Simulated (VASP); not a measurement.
All values below come from r2SCAN meta-GGA, VASP's PBE PAW potentials (set 64) (plane waves; VASP 6.6.1).

Input for VASP

### INCAR
```
SYSTEM = Mo
PREC = Accurate
ENCUT = 400
EDIFF = 1E-6
NELM = 100
ALGO = Normal
LREAL = .FALSE.
LASPH = .TRUE.
ISMEAR = 1
SIGMA = 0.1
METAGGA = R2SCAN
LMIXTAU = .TRUE.
LMAXMIX = 4
LWAVE = .FALSE.
LCHARG = .FALSE.
IBRION = 2
ISIF = 3
NSW = 60
EDIFFG = -0.02
```

POSCAR:
```
Mo
1
    4.6089996509    -0.0000000000    -0.0000000000
   -2.3044998255     3.9915109276    -0.0000000000
   -0.0000000000     0.0000000000     2.5459983088
Mo
3
Direct
  0.0000000000   0.0000000000   0.0000000000
  0.3333330000   0.6666670000   0.5000000000
  0.6666670000   0.3333330000   0.5000000000
```

### KPOINTS
```
Regular mesh
0
gamma
  7 7 11
```

POTCAR, in this order: Mo_sv (PBE.64 set). Program: vasp_std.

Energy and stress use the plane-wave basis of the starting cell.

Estimate the energy per atom (σ→0), volume per atom, band gap (on the k-mesh).

```json
{
  "energy per atom (σ→0)": "-25.621 eV/atom",
  "band gap (on the k-mesh)": "none (metal, semimetal or under 0.01 eV)",
  "volume_per_atom": "15.94 Å³/atom"
}
```

File OSZICAR:
```
...
DAV:   4    -0.768648557518E+02    0.40800E-03   -0.24090E-03  3034   0.333E-01    0.337E-02
DAV:   5    -0.768648791462E+02   -0.23394E-04   -0.14147E-04  2629   0.975E-02    0.119E-02
DAV:   6    -0.768649012790E+02   -0.22133E-04   -0.45818E-05  2615   0.591E-02    0.843E-03
DAV:   7    -0.768649071040E+02   -0.58250E-05   -0.63670E-06  2549   0.251E-02    0.174E-03
DAV:   8    -0.768649052729E+02    0.18312E-05   -0.37463E-06  2045   0.168E-02    0.154E-03
DAV:   9    -0.768649078602E+02   -0.25874E-05   -0.10294E-06  1235   0.987E-03    0.382E-04
DAV:  10    -0.768649070752E+02    0.78506E-06   -0.12033E-07  1229   0.321E-03
   6 F= -.76864907E+02 E0= -.76864019E+02  d E =-.144968E-02
```

The structure was generated: Mo was put into the omega type (P6/mmm), which need not be its known phase. This run relaxes it. Symmetry was kept, so distortions that lower it aren't found. The start is the result of an earlier pass.
